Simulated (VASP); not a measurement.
Output of a VASP run:

**OSZICAR**
```
       N       E                     dE             d eps       ncg     rms          rms(c)
DAV:   1     0.199769309954E+03    0.19977E+03   -0.14643E+04  2800   0.203E+03
DAV:   2    -0.202098113683E+01   -0.20179E+03   -0.19525E+03  2808   0.360E+02
DAV:   3    -0.123479811408E+02   -0.10327E+02   -0.93841E+01  3052   0.107E+02
DAV:   4    -0.126246334906E+02   -0.27665E+00   -0.27357E+00  3208   0.163E+01
DAV:   5    -0.126336729241E+02   -0.90394E-02   -0.90365E-02  3408   0.267E+00    0.161E+01
DAV:   6    -0.148087515187E+02   -0.21751E+01   -0.63191E+01  3204   0.127E+02    0.207E+01
DAV:   7    -0.967781404636E+01    0.51309E+01   -0.19661E+01  3172   0.707E+01    0.171E+00
DAV:   8    -0.969502003343E+01   -0.17206E-01   -0.50579E-01  2988   0.576E+00    0.149E+00
DAV:   9    -0.968342683394E+01    0.11593E-01   -0.62024E-02  3676   0.351E+00    0.442E-01
DAV:  10    -0.968304281923E+01    0.38401E-03   -0.48105E-03  3432   0.855E-01    0.210E-01
DAV:  11    -0.968304317028E+01   -0.35105E-06   -0.24899E-04  3468   0.218E-01    0.102E-01
DAV:  12    -0.968303007724E+01    0.13093E-04   -0.25528E-04  3596   0.199E-01    0.354E-02
DAV:  13    -0.968303401009E+01   -0.39328E-05   -0.19875E-05  3104   0.633E-02    0.181E-02
DAV:  14    -0.968303397272E+01    0.37366E-07   -0.26329E-06  3456   0.206E-02    0.820E-03
DAV:  15    -0.968303336186E+01    0.61086E-06   -0.69335E-07  3216   0.975E-03    0.209E-03
DAV:  16    -0.968303337240E+01   -0.10538E-07   -0.12351E-07  1812   0.456E-03
   1 F= -.96830334E+01 E0= -.96824198E+01  d E =-.184061E-02  mag=    -0.7616
```

### OUTCAR
```
------------------------ aborting loop because EDIFF is reached ----------------------------------------
  FORCE on cell =-STRESS in cart. coord.  units (eV):
  Direction    XX          YY          ZZ          XY          YZ          ZX
  --------------------------------------------------------------------------------------
  Total       -2.4507213     -2.4507213     -2.4507213      0.0000000      0.0000000     -0.0000000
  in kB      -76.7565506    -76.7565506    -76.7565506      0.0000000      0.0000000     -0.0000000
  external PRESSURE =     -76.7565506 kB  Pullay stress =       0.0000000 kB
  volume of cell :       51.16
      direct lattice vectors                 reciprocal lattice vectors
     3.712185631  0.000000000  0.000000000     0.269383080  0.000000000  0.000000000
     0.000000000  3.712185631  0.000000000     0.000000000  0.269383080  0.000000000
     0.000000000  0.000000000  3.712185631     0.000000000  0.000000000  0.269383080
 POSITION                                       TOTAL-FORCE (eV/Angst)
 -----------------------------------------------------------------------------------
      0.00000      0.00000      0.00000         0.000000      0.000000      0.000000
      0.00000      1.85609      1.85609         0.000000      0.000000      0.000000
      1.85609      0.00000      1.85609         0.000000      0.000000      0.000000
      1.85609      1.85609      0.00000         0.000000      0.000000      0.000000
 -----------------------------------------------------------------------------------
    total drift:                                0.000000      0.000000      0.000000
  FREE ENERGIE OF THE ION-ELECTRON SYSTEM (eV)
  ---------------------------------------------------
  free  energy   TOTEN  =        -9.6830333724 eV

  energy  without entropy=       -9.6811927593  energy(sigma->0) =       -9.68241983

 total charge

# of ion       s       p       d       tot
------------------------------------------
    1        0.394   0.340   0.000   0.735
    2        0.449   0.401   8.399   9.249
    3        0.449   0.401   8.399   9.249
    4        0.449   0.401   8.399   9.249
--------------------------------------------------
tot          1.741   1.544  25.196  28.481

 magnetization (x)

# of ion       s       p       d       tot
------------------------------------------
    1       -0.000   0.007   0.000   0.007
    2        0.002   0.007  -0.284  -0.274
    3        0.002   0.007  -0.284  -0.274
    4        0.002   0.007  -0.284  -0.274
--------------------------------------------------
tot          0.007   0.029  -0.852  -0.816
```
(Selected blocks of OUTCAR.)

File POSCAR:
```
Ni3Al
1
    3.7121856310     0.0000000000     0.0000000000
    0.0000000000     3.7121856310     0.0000000000
    0.0000000000     0.0000000000     3.7121856310
Al Ni
1 3
Direct
  0.0000000000   0.0000000000   0.0000000000
  0.0000000000   0.5000000000   0.5000000000
  0.5000000000   0.0000000000   0.5000000000
  0.5000000000   0.5000000000   0.0000000000
```

Problem. Reconstruct the remaining input files.

Solution. One answer among several that fit: the input of the run itself, vdW-DF2, plane waves, VASP's PBE PAW potentials (set 64).

INCAR:
```
# general
SYSTEM    =  Ni3Al
PREC      =  Accurate
ENCUT     =  520
LREAL     =  .FALSE.   # projection in real space or not
LASPH     =  .TRUE.

# electronic loop
EDIFF     =  1E-7
NELM      =  100
ALGO      =  Normal   # blocked Davidson
LMAXMIX   =  4   # l cut-off of mixed one-centre charges

# smearing
ISMEAR    =  1
SIGMA     =  0.1   # width (eV)

# functional
GGA       =  ML
LUSE_VDW  =  .TRUE.
AGGAC     =  0.0
ZAB_VDW   =  -1.8867

# spin
ISPIN     =  2
MAGMOM    =  0.0 -0.3 -0.3 -0.3

# ions
ISIF      =  2   # forces and stress, cell fixed

# output
LWAVE     =  .FALSE.
LCHARG    =  .FALSE.
LORBIT    =  10
```

File KPOINTS:
```
Automatic mesh
0
Gamma
8 8 8
0 0 0
```

POTCAR, in this order: Al Ni (PBE.64 set). Program: vasp_std.

The compound is Ni3Al in the L1_2 structure. This cell is one point of a volume scan, at 1.06 of the reference volume.
